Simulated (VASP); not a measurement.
Here is the system:

```xyz
3
Lattice="0.0000 2.5592 2.5592 2.5592 0.0000 2.5592 2.5592 2.5592 0.0000" Properties=species:S:1:pos:R:3 pbc="T T T"
Zr     0.0000     0.0000     0.0000
O      1.2796     1.2796     1.2796
O      3.8388     3.8388     3.8388
```

The numbers are results of PBE GGA, VASP's PBE PAW potentials (set 64) (plane waves; VASP), not measurements. Settings: 600 eV cut-off, 8×8×8 Γ-centred mesh, Gaussian smearing of 0.050 eV, potentials Zr_sv O.

Energy and stress use the plane-wave basis of the starting cell.

Task: The ions, cell shape and volume at an external pressure of 10.0 GPa are relaxed. Predict the relaxed structure.

Result: 
```xyz
3
Lattice="0.0000 2.5251 2.5251 2.5251 0.0000 2.5251 2.5251 2.5251 0.0000" Properties=species:S:1:pos:R:3 pbc="T T T"
Zr     2.5251     2.5251     0.0000
O      1.2625     1.2625     1.2625
O      3.7876     3.7876     3.7876
```
Space group Fm-3m (225), at a tolerance of 0.03 Å.

Task: How do energy and volume change from the first to the last step?

Result: The energy (σ→0) changes by +12.9 meV/atom and the volume by -3.9 %, in 4 ionic steps.

| step | E(σ→0) (eV) | max force (eV/Å) | pressure (GPa) | volume (Å³) |
|---|---|---|---|---|
| 1 | -28.5734 | 0.000 | -0.28 | 33.52 |
| 2 | -28.2830 | 0.000 | 30.73 | 30.16 |
| 3 | -28.5363 | 0.000 | 9.79 | 32.23 |
| 4 | -28.5348 | 0.000 | 10.01 | 32.20 |

The compound is ZrO2 in the fluorite structure, the high-temperature cubic form, which is unstable at 0 K; the monoclinic form is the stable one. This run relaxes it under an external pressure of 10 GPa. Symmetry was kept, so distortions that lower it aren't found.
